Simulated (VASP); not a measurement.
The system is InP.

```
In P
1.0
     0.00000    2.97933    2.97933
     2.97933    0.00000    2.97933
     2.97933    2.97933    0.00000
In P
1 1
Cartesian
  0.0000 0.0000 0.0000
  1.4897 1.4897 1.4897
```

The cell was built by a generator and needn't be a form met in nature.

Program: VASP 6.6.1. Alike in all runs: task band structure; potentials or basis VASP PAW PBE potentials, release 64 (In_d, P); no spin polarisation; cell as given; cutoff (eV) 520; smearing gaussian 0.02 eV.

Question: Order these runs on this cell by their band gap on the k mesh, lowest first.
A. level HSE06; k mesh 6 × 6 × 6; grid for exact exchange (PRECFOCK) Fast; screening parameter 0.2 1/A
B. level PBE0; k mesh 6 × 6 × 6; grid for exact exchange (PRECFOCK) Fast; exchange at q = 0 truncated
C. level r2SCAN; k mesh 10 × 10 × 10

Answer: C (0.88 eV), A (1.21 eV), B (1.80 eV).

Caveats: spin-orbit coupling is left out, which moves the levels of the heavy elements.

Runs at the PBE level aren't shown here.
